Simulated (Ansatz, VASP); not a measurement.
**YHSe: VASP beside Ansatz**

Wanted: the spread between two codes on one cell, functional and k mesh. Of the first pair: The structure shown is the end of the Ansatz relaxation below.

Program: Ansatz 0.2.0. Level of theory: plane waves, with VASP 6.6.1 beside it; single point at LDA and relaxation of cell and atoms at LDA. Results are calculated unless marked as measured.

## Step 1: The structure

Symmetry: P-6m2, No. 187, hexagonal system. The conventional cell has a = 3.726 Å, b = 3.726 Å, c = 3.776 Å, α = 90.00°, β = 90.00°, γ = 120.00°. Nearest to Y lie 3 H at 2.15 Å and 6 Se at 2.86 Å. Nearest to H lie 3 Y at 2.15 Å. Se has 6 H at 2.86 Å and 6 Y at 2.86 Å nearest. Farther neighbours and most contacts between anions are not listed.

## Step 2: Ansatz: relaxation, LDA

Ansatz runs on its default PAW (the set named soft_2) files.

This run makes the geometry at which the two programs are then compared.

Contents of input.yaml:

```yaml
crystal:
  lattice:
    - [3.7257154463, 0.0, 0.0]
    - [-1.8628577232, 3.2265642237, 0.0]
    - [0.0, 0.0, 3.7760703232]
  atoms:
    - { symbol: "Y", position: [0.0, 0.0, 0.0] }
    - { symbol: H, position: [0.3333333333, 0.6666666667, 0.0] }
    - { symbol: Se, position: [0.6666666667, 0.3333333333, 0.5] }
kpoints:
  mp_grid: { grid: [9, 9, 8] }
hamiltonian:
  xc: lda
scf:
  occupations: { method: fixed }
output:
  forces: true
  stress: true
  eigenvalues: true
relax:
  adjacent_minimum: "off"
  f_tol: 0.001
  max_steps: 60
  cell: { stress_tol: 0.01, fix: [volume] }
```

Started as:

```bash
$ ansatz run input.yaml --threads 4 --pin off --max-ram 7168MiB --backend cpu --events-out ev --progress --plain --runs-dir out
```

Numbers of over 12 decimals in the logs are rounded to 6 here.

The log of the run:

```text
Engine: ansatz 0.2.0, aarch64-unknown-linux-gnu
Pseudopotentials: kind: paw
Pseudopotential: Y, paw, valence charge 11, recommended cutoff 420 eV (normal), Y.paw.azcp
Pseudopotential: H, paw, valence charge 1, recommended cutoff 420 eV (normal), H.paw.azcp
Pseudopotential: Se, paw, valence charge 16, recommended cutoff 420 eV (normal), Se.paw.azcp
Functional definition: SPW92
  exchange = slater_x
  correlation = pw_c
Crystal: 3 atoms, lattice volume = 45.393 Å³
Basis set: ecut = 420 eV, 889 PW (Γ)
Bands: 18, of which v1, the nominal top of the filled ones, is band 14 counted from 1 (13 counted from 0)
Symmetry: 12 space group operations
Space group: P-6m2 (ITA 187), of the structure as read, at distance tolerance 3.6e-5 Å
k-points: 60 of 648 (time reversal used)
Non-local potential: Y, projectors of the file, l = 0: 3, l = 1: 2, l = 2: 2, l = 3: 1
Non-local potential: H, projectors of the file, l = 0: 2, l = 1: 1
Non-local potential: Se, projectors of the file, l = 0: 2, l = 1: 2, l = 2: 3, l = 3: 1
PAW form: soft (Blöchl's): semilocal exchange-correlation on the pseudo side does not see the compensation charge
PAW frozen core: Y, regenerated for the run's functional, and the local potential with it (the file was generated under x = pbe(κ = 0.804, μ = 0.219515), c = pbe(β = 0.066725))
PAW frozen core: Se, regenerated for the run's functional, and the local potential with it (the file was generated under x = pbe(κ = 0.804, μ = 0.219515), c = pbe(β = 0.066725))
PAW one-centre angular grid: Y, 590 points (default); XC on 64 Gauss nodes
PAW one-centre angular grid: H, 110 points (default); XC on 64 Gauss nodes
PAW one-centre angular grid: Se, 590 points (default); XC on 64 Gauss nodes
Initial density: superposition of atomic densities (neutral atoms: chi_scale 0, normalization atom), corrected by the library's trained network
Initial wavefunctions: pseudopotential atomic-orbital guess
Functional: x = slater, c = lda
SCF iter   1: F=—  HF=-9149.138153 eV  |F-HF|=—  |Δ(HF+E_count)|=         —  Δρ=9.36e-3  dr2=3.16e-2  ethr=1.77e-3  ⟨swp⟩=4.4  Hψ=4344  notcnv=0  defer=72
preconditioner: auto → none  [insulator: Δε(μ)=1.190 eV  Ē_g=9.068 eV  n_scr=8 (ndim 8)  ℏωp=17.4 eV  f_vac=0.000  ε∞_Penn≈4.7]
SCF iter   2: F=—  HF=-9149.128124 eV  |F-HF|=—  |Δ(HF+E_count)|=   1.00e-2  Δρ=3.36e-3  dr2=2.12e-3  ethr=1.13e-4  ⟨swp⟩=2.1  Hψ=1880  notcnv=0  defer=116
SCF iter   3: F=—  HF=-9149.127884 eV  |F-HF|=—  |Δ(HF+E_count)|=   2.41e-4  Δρ=1.35e-3  dr2=4.08e-4  ethr=7.57e-6  ⟨swp⟩=2.0  Hψ=1471  notcnv=0  defer=118
SCF iter   4: F=—  HF=-9149.127849 eV  |F-HF|=—  |Δ(HF+E_count)|=   3.42e-5  Δρ=4.08e-4  dr2=2.84e-5  ethr=1.46e-6  ⟨swp⟩=2.8  Hψ=1969  notcnv=0  defer=116
SCF iter   5: F=—  HF=-9149.127847 eV  |F-HF|=—  |Δ(HF+E_count)|=   2.44e-6  Δρ=3.59e-5  dr2=1.98e-7  ethr=1.01e-7  ⟨swp⟩=2.8  Hψ=1765  notcnv=0
SCF iter   6: F=-9149.127847 eV  HF=-9149.127847 eV  |F-HF|=1.87e-9  |Δ(HF+E_count)|=   7.51e-8  Δρ=1.07e-5  dr2=1.48e-8  ethr=3.57e-10  ⟨swp⟩=6.0  Hψ=4903  notcnv=0
SCF 1 converged in 6 iterations: F = -9149.127847 eV  dr2 = 1.48e-8
  greatest PAW one-centre occupation: 1.000 electrons in one spin orbital (limit 2), on the Se atom at site 2 (counted from 0), in its partial waves of l = 2
relax step   1: F+E_penalty+E_count = -9149.12784703 eV  Δ(F+E_penalty+E_count) = +0.000e0 eV  max|allowed force component| = 2.159e-17 eV/Å  Δτ_max = 0.0000 Å  P = +3.138 GPa  Ω = 45.393 Å³  fix = [volume]  reactions: volume +3.138 GPa  (6 SCF iters, dr2 threshold 1.00e-7 eV, accepted)
[...]
relax step   2: F+E_penalty+E_count = -9149.12784657 eV  Δ(F+E_penalty+E_count) = +4.547e-7 eV  max|allowed force component| = 2.139e-17 eV/Å  Δτ_max = 0.0000 Å  P = +3.138 GPa  Ω = 45.393 Å³  energy of the carried Pulay correction = +1.031e-7 eV  fix = [volume]  (4 SCF iters, dr2 threshold 5.56e-10 eV, rejected (line search))
[...]
relax step   3: F+E_penalty+E_count = -9149.12784735 eV  Δ(F+E_penalty+E_count) = -3.187e-7 eV  max|allowed force component| = 4.298e-17 eV/Å  Δτ_max = 0.0000 Å  P = +3.138 GPa  Ω = 45.393 Å³  energy of the carried Pulay correction = +3.776e-8 eV  fix = [volume]  reactions: volume +3.138 GPa  (6 SCF iters, accepted)
[...]
relax step   4: F+E_penalty+E_count = -9149.12784678 eV  Δ(F+E_penalty+E_count) = +5.647e-7 eV  max|allowed force component| = 2.390e-17 eV/Å  Δτ_max = 0.0000 Å  P = +3.138 GPa  Ω = 45.393 Å³  fix = [volume]  reactions: volume +3.138 GPa  stress off target by 2.56e-5 GPa on what of the cell is left free  SCF on the basis re-selected at this cell (its energy is not comparable with the rows above)  (5 SCF iters)
basis re-selected at this cell: Δ(F+E_penalty+E_count) = +5.647e-7 eV, ΔP = +0.000 GPa vs the last step (what re-selecting the basis moved, of the pressure what is left beyond the Pulay correction that the steps carried, after the strain that the cell walked since its last selection, with what the two solves' SCF thresholds leave and, on support functions, any second-order correction that the steps lacked; it is no m [...]
SCF converged after 5 iterations
Free energy (F): -9149.127847 eV
Harris-Foulkes:  -9149.127847 eV  (|F-HF|=3.64e-12)
Internal energy: -9149.127847 eV  (E = F + TS)
E sigma→0 (E₀):  -9149.127847 eV
Fermi energy:    11.630267 eV
--- Per-component energies (eV) ---
  E_band       = -412.345352
  E_kinetic    = 444.885011
  E_local      = -2776.542956  (includes V_loc(G=0)·N_el)
  E_nonlocal   = -535.071736
  E_hartree    = 1305.565114
  E_xc         = -288.544865
  E_vxc        = -314.338308  (∫ρ·V_xc dr)
  E_paw        = -4551.191846  (= ΣΔE_a)
  E_vpaw       = 157.594108  (= ΣTr[D̂ρ^β])
  E_aug_tail   = -0.001725  (compensation charges beyond the density's cutoff)
  E_ewald      = -2750.771792
  E_core_change = 2.546948  (= ΣΔE_core)
  E_smearing   = -0.000000  (= −TS)
  E_closure    = 0.000000  (closes the sum)
  Σ components = -9149.127847   (vs F -9149.127847, Δ=0.00e0)
--- Forces (eV/Å), atoms counted from 1 ---
  atom   1  Y      0.00000000    -0.00000000     0.00000000
  atom   2  H      0.00000000    -0.00000000     0.00000000
  atom   3  Se     0.00000000    -0.00000000     0.00000000
  max |Σ_I F_I| component: 4.74e-17 eV/Å
--- Stress (GPa, compression-positive) ---
        3.138077      -0.000000       0.000000
       -0.000000       3.138077       0.000000
        0.000000       0.000000       3.138038
  P = ⅓ Tr σ = 3.1381 GPa (31.381 kbar)
--- Band table (eV; the first three rows and the last of 60) ---
  k-point 0: bands = [... 10 lower, 7.8804, 9.8405, 9.8405, 9.9226, 12.9378, 15.6717, 15.6717, 15.8252]
  k-point 1: bands = [... 10 lower, 7.2606, 9.9091, 9.9091, 10.3553, 13.2199, 14.6795, 14.6795, 16.5619]
  k-point 2: bands = [... 10 lower, 6.1711, 10.0801, 10.0801, 10.9991, 13.8514, 13.8514, 14.0694, 16.3953]
  k-point 59: bands = [... 10 lower, 7.1388, 7.7503, 8.4456, 9.0175, 15.8440, 16.3229, 17.2280, 17.8939]
--- Relaxed structure (3 steps of the walk, 2 accepted, 1 SCFs on fresh bases) ---
  F+E_penalty+E_count = -9149.12784678 eV   max|allowed force component| = 2.390e-17 eV/Å   (the final SCF, on the basis selected at the relaxed cell)
  cell:  # Å, volume = 45.3931 Å³
    - [3.725880, 2.8868771019239127e-11, 0.0]
    - [-1.862940, 3.226707, 0.0]
    - [0.0, 0.0, 3.775737]
  atoms:
    - { symbol: Y, position: [0, 0, 0.0] }
    - { symbol: H, position: [0.333333, 0.666667, 0.0] }
    - { symbol: Se, position: [0.666667, 0.333333, 0.5] }
```

## Step 3: VASP: single point, LDA, pair 1

The same cell, functional (in two slightly different forms) and mesh now go to VASP, with its own data sets.

Lines of VASP's logs that name or quote its potential files are left out, and so is its time.

Contents of INCAR:

```
SYSTEM = YHSe
PREC = Accurate
ENCUT = 500
EDIFF = 1E-06
NELM = 120
ISMEAR = 0
SIGMA = 0.01
LREAL = .FALSE.
ALGO = Normal
GGA = CA
NBANDS = 15
LASPH = .TRUE.
LORBIT = 11
LWAVE = .FALSE.
LCHARG = .FALSE.
ISIF = 2
GGA_COMPAT = .FALSE.
EFERMI = MIDGAP
```

Contents of POSCAR:

```
YHSe
1.0
    3.7258801270      0.0000000000      0.0000000000
   -1.8629400635      3.2267068414      0.0000000000
    0.0000000000      0.0000000000      3.7757365323
Y H Se
1 1 1
Direct
    0.0000000000      0.0000000000      0.0000000000
    0.3333333333      0.6666666667      0.0000000000
    0.6666666667      0.3333333333      0.5000000000
```

Contents of KPOINTS:

```
Automatic mesh
0
Gamma
9 9 8
0 0 0
```

PAW data sets: Y_sv, H and Se (LDA family, release 64).

Started as:

```bash
$ mpirun -np 1 vasp_std
```

The log of the run:

```text
[banner, memory and clock lines left out]
running    1 mpi-ranks, on    1 nodes
 distrk:  each k-point on    1 cores,    1 groups
 distr:  one band on    1 cores,    1 groups

 POSCAR found type information on POSCAR Y H Se
 POSCAR found :  3 types and       3 ions
 LDA part: xc-table for (Slater(with rela. corr.)+CA(PZ))
 , standard interpolation
 POSCAR, INCAR and KPOINTS ok, starting setup
 FFT: planning ... GRIDC
 FFT: planning ... GRID_SOFT
 FFT: planning ... GRID
 WAVECAR not read
 entering main loop
       N       E                     dE             d eps       ncg     rms          rms(c)
DAV:   1     0.602874095672E+02    0.60287E+02   -0.89160E+03  1800   0.111E+03
DAV:   2    -0.171049245501E+02   -0.77392E+02   -0.74746E+02  2332   0.220E+02
DAV:   3    -0.202980575727E+02   -0.31931E+01   -0.31756E+01  2593   0.359E+01
DAV:   4    -0.203744953535E+02   -0.76438E-01   -0.76424E-01  2190   0.528E+00
DAV:   5    -0.203759501936E+02   -0.14548E-02   -0.14548E-02  2566   0.611E-01    0.340E+01
DAV:   6    -0.194412915725E+02    0.93466E+00   -0.12307E+00  2220   0.686E+00    0.236E+01
DAV:   7    -0.193295206903E+02    0.11177E+00   -0.11986E+00  2449   0.656E+00    0.400E+00
DAV:   8    -0.192857486164E+02    0.43772E-01   -0.32961E-01  2115   0.346E+00    0.377E-01
DAV:   9    -0.192836237499E+02    0.21249E-02   -0.14986E-02  2003   0.814E-01    0.195E-01
DAV:  10    -0.192835834871E+02    0.40263E-04   -0.78792E-04  2376   0.210E-01    0.171E-01
DAV:  11    -0.192835746017E+02    0.88855E-05   -0.57515E-05  2130   0.634E-02    0.284E-02
DAV:  12    -0.192835670208E+02    0.75808E-05   -0.33410E-05  2206   0.357E-02    0.125E-02
DAV:  13    -0.192835667145E+02    0.30638E-06   -0.15968E-06  1836   0.968E-03
   1 F= -.19283567E+02 E0= -.19283567E+02  d E =0.000000E+00
```

OUTCAR, selected parts (step 3):

```text
ion  position               nearest neighbor table
   1  0.000  0.000  0.000-   2 2.15   2 2.15   2 2.15   3 2.86   3 2.86   3 2.86   3 2.86   3 2.86
                             3 2.86
   2  0.333  0.667  0.000-   1 2.15   1 2.15   1 2.15
   3  0.667  0.333  0.500-   1 2.86   1 2.86   1 2.86   1 2.86   1 2.86   1 2.86

  LATTYP: Found a hexagonal cell.
 ALAT       =     3.7258801270
 C/A-ratio  =     1.0133811082

 Subroutine GETGRP returns: Found 12 space group operations
 (whereof 12 operations were pure point group operations)

The static configuration has the point symmetry D_3h.

 Found     60 irreducible k-points:

   k-points           NKPTS =     60   k-points in BZ     NKDIM =     60   number of bands    NBANDS=     15

   dimension x,y,z NGX =    28 NGY =   28 NGZ =   28
   dimension x,y,z NGXF=    56 NGYF=   56 NGZF=   56

   ENCUT  =  500.0 eV  36.75 Ry    6.06 a.u.   6.79  6.79  6.88*2*pi/ulx,y,z

   NELECT =      18.0000    total number of electrons

 k-points in reciprocal lattice and weights: Automatic mesh
   0.00000000  0.00000000  0.00000000       0.002
   0.11111111  0.00000000  0.00000000       0.009
   0.22222222  0.00000000  0.00000000       0.009
   0.33333333 -0.00000000  0.00000000       0.009
   0.44444444  0.00000000  0.00000000       0.009
   0.11111111  0.11111111  0.00000000       0.009
   0.22222222  0.11111111  0.00000000       0.019
   0.33333333  0.11111111  0.00000000       0.019
   0.44444444  0.11111111  0.00000000       0.009
[...]
0.33333333  0.22222222  0.50000000       0.019
   0.33333333  0.33333333  0.50000000       0.003

 average (electrostatic) potential at core
       1 -34.9335       2 -30.5040       3 -59.2185

 E-fermi :   5.3854

 k-point     1 :       0.0000    0.0000    0.0000
  band No.  band energies     occupation
    ...
      5      -8.9373      2.00000
      6       0.9831      2.00000
      7       2.9415      2.00000
      8       2.9415      2.00000
      9       3.0311      2.00000
     10       6.0364      0.00000
     11       8.7700      0.00000
     12       8.7700      0.00000
     13       8.9104      0.00000
     14       8.9104      0.00000
    ...

 k-point     2 :       0.1111    0.0000    0.0000
  band No.  band energies     occupation
    ...
      5      -8.8070      2.00000
      6       0.8018      2.00000
      7       2.6430      2.00000
      8       2.8989      2.00000
      9       2.9845      2.00000
     10       6.8077      0.00000
     11       8.1496      0.00000
     12       8.7699      0.00000
     13       8.8080      0.00000
     14       9.1028      0.00000
    ...

 k-point     3 :       0.2222    0.0000    0.0000
  band No.  band energies     occupation
    ...
      5      -8.4709      2.00000
      6       0.1721      2.00000
      7       2.5350      2.00000
      8       2.6011      2.00000
      9       3.0750      2.00000
     10       6.9658      0.00000
     11       8.5256      0.00000
     12       8.5688      0.00000
     13       8.8993      0.00000
     14       9.4411      0.00000
    ...

  Total        0.9175807      0.9175807      0.9210484      0.0000000      0.0000000      0.0000000
  in kB       32.3865584     32.3865584     32.5089533      0.0000000      0.0000000      0.0000000
  external PRESSURE =      32.4273567 kB  Pullay stress =       0.0000000 kB

  energy-cutoff  :      500.00
  volume of cell :       45.39
      direct lattice vectors                 reciprocal lattice vectors
     3.725880127  0.000000000  0.000000000     0.268392961  0.154956748  0.000000000
    -1.862940063  3.226706841  0.000000000     0.000000000  0.309913497  0.000000000
     0.000000000  0.000000000  3.775736532     0.000000000  0.000000000  0.264848988

 POSITION                                       TOTAL-FORCE (eV/Angst)
 -----------------------------------------------------------------------------------
      0.00000      0.00000      0.00000         0.000000      0.000000      0.000000
     -0.00000      2.15114      0.00000        -0.000000      0.000000      0.000000
      1.86294      1.07557      1.88787         0.000000     -0.000000      0.000000
 -----------------------------------------------------------------------------------
    total drift:                               -0.000000      0.000000      0.000000

  FREE ENERGIE OF THE ION-ELECTRON SYSTEM (eV)
  ---------------------------------------------------
  free  energy   TOTEN  =       -19.2835667145 eV

  energy  without entropy=      -19.2835667145  energy(sigma->0) =      -19.28356671

 total charge
# of ion       s       p       d       f       tot
--------------------------------------------------
    1        2.172   6.443   1.153   0.071   9.839
    2        0.547   0.006   0.000   0.000   0.553
    3        1.437   2.509   0.025   0.000   3.972
--------------------------------------------------
tot          4.156   8.957   1.178   0.071  14.363

[... 3 further parts left out ...]
```

The run ends at a pressure of 3.24 GPa.

## Step 4: Comparison

Known differences besides the potentials themselves: the two LDA forms differ slightly; fixed occupations in Ansatz, narrow Gaussian smearing in VASP; the data sets hold 28 valence electrons in Ansatz (on its default PAW (the set named soft_2) files) and 18 in VASP; the cutoff is 420 eV in Ansatz and 500 eV in VASP; VASP's log shows a relativistic correction to its local exchange, Ansatz's none; Ansatz's pressure holds a Pulay correction, VASP's none. Total energies have different zeros and are not compared.

Compared:

```csv
quantity,Ansatz,VASP,difference
pressure (GPa),3.14,3.24,-0.10
gap on the k mesh (eV),1.308,1.302,+0.006
```

A gap on the mesh is an upper bound, since the band edges may lie between its points.

## Step 5: VASP: relaxation of cell and atoms, LDA

The relaxed volume is the usual yardstick between codes: in a stiff, nearly cubic crystal its relative difference is about their pressure difference at one cell divided by the bulk modulus. Its start cell is another than that of the pair before, and may be another structure of the material.

Changes to INCAR since step 3:

```diff
@@ -3,3 +3,3 @@
 ENCUT = 500
-EDIFF = 1E-06
+EDIFF = 1E-07
 NELM = 120
@@ -15,4 +15,8 @@
 LCHARG = .FALSE.
-ISIF = 2
+ISIF = 3
+IBRION = 2
+NSW = 80
+EDIFFG = -0.005
 GGA_COMPAT = .FALSE.
+NELMIN = 4
 EFERMI = MIDGAP
```

Contents of POSCAR:

```
YHSe
1.0
    3.7636690000      0.0000000000      0.0000000000
   -1.8818340000      3.2594330000      0.0000000000
    0.0000000000      0.0000000000      3.8150160000
Y H Se
1 1 1
Direct
    0.0000000000      0.0000000000      0.0000000000
    0.3333331936      0.6666665644      0.0000000000
    0.6666665407      0.3333334356      0.5000000000
```

KPOINTS is that of step 3.

Started as:

```bash
$ mpirun -np 1 vasp_std
```

The log of the run:

```text
[... set-up lines as in an earlier step ...]
 entering main loop
       N       E                     dE             d eps       ncg     rms          rms(c)
DAV:   1     0.576237481763E+02    0.57624E+02   -0.87711E+03  1800   0.110E+03
DAV:   2    -0.172297460992E+02   -0.74853E+02   -0.71933E+02  2381   0.215E+02
DAV:   3    -0.203419477436E+02   -0.31122E+01   -0.30964E+01  2487   0.356E+01
DAV:   4    -0.204287532355E+02   -0.86805E-01   -0.86787E-01  2265   0.583E+00
[...]
DAV:  12    -0.192983829742E+02    0.90293E-05   -0.42747E-05  2213   0.392E-02    0.135E-02
DAV:  13    -0.192983825638E+02    0.41042E-06   -0.21320E-06  2375   0.108E-02    0.549E-03
DAV:  14    -0.192983825523E+02    0.11450E-07   -0.44889E-07  2417   0.396E-03
   1 F= -.19298383E+02 E0= -.19298383E+02  d E =-.192984E+02
[...]
N       E                     dE             d eps       ncg     rms          rms(c)
DAV:   1    -0.192984946135E+02   -0.11205E-03   -0.21589E-03  2737   0.326E-01    0.862E-02
DAV:   2    -0.192984150385E+02    0.79575E-04   -0.21781E-04  2486   0.109E-01    0.479E-02
DAV:   3    -0.192983877647E+02    0.27274E-04   -0.12869E-04  3015   0.652E-02    0.405E-02
DAV:   4    -0.192983908226E+02   -0.30579E-05   -0.58372E-06  2066   0.192E-02    0.176E-02
DAV:   5    -0.192983916814E+02   -0.85878E-06   -0.52445E-06  3012   0.101E-02    0.226E-03
DAV:   6    -0.192983917417E+02   -0.60310E-07   -0.13902E-07  2118   0.267E-03
   2 F= -.19298392E+02 E0= -.19298392E+02  d E =-.918936E-05
 trial-energy change:   -0.000009  1 .order   -0.000008   -0.000025    0.000009
 step:   0.7675(harm=  0.7333)  dis= 0.00000  next Energy=   -19.298393 (dE=-0.103E-04)
 reached required accuracy - stopping structural energy minimisation
```

OUTCAR, selected parts (step 5):

```text
  Total       -0.0080672     -0.0080672     -0.0090507     -0.0000000      0.0000000      0.0000000
  in kB       -0.2758700     -0.2758700     -0.3095001     -0.0000000      0.0000000      0.0000000
  external PRESSURE =      -0.2870801 kB  Pullay stress =       0.0000000 kB

 POSITION                                       TOTAL-FORCE (eV/Angst)
 -----------------------------------------------------------------------------------
      3.76512      0.00000     -0.00000         0.000000     -0.000000     -0.000000
      0.00000      2.17379     -0.00000         0.000000     -0.000000      0.000000
      1.88256      1.08690      1.90815        -0.000000      0.000000      0.000000
 -----------------------------------------------------------------------------------
    total drift:                                0.000256     -0.000116     -0.000000

  FREE ENERGIE OF THE ION-ELECTRON SYSTEM (eV)
  ---------------------------------------------------
  free  energy   TOTEN  =       -19.2983917417 eV

  energy  without entropy=      -19.2983917417  energy(sigma->0) =      -19.29839174

 reached required accuracy - stopping structural energy minimisation

[... 1 part as in an earlier step ...]

[... 2 further parts left out ...]
[key lines of the parts left out:]
E-fermi :   5.1194
```

[end of part 1 of 2]

[Lines on the potential files, build, host, timing and source positions are cut from VASP's logs without a mark.]

[Logs are printed without paths, hosts, clocks, repeated set-up lines and the standing remarks that a program may print on its own settings, such as how far it seeks lower states.]

[Hosts, paths, dates, database ids (printed as entryN), source tags and the programs' standing remarks are cut or masked in the printed files.]
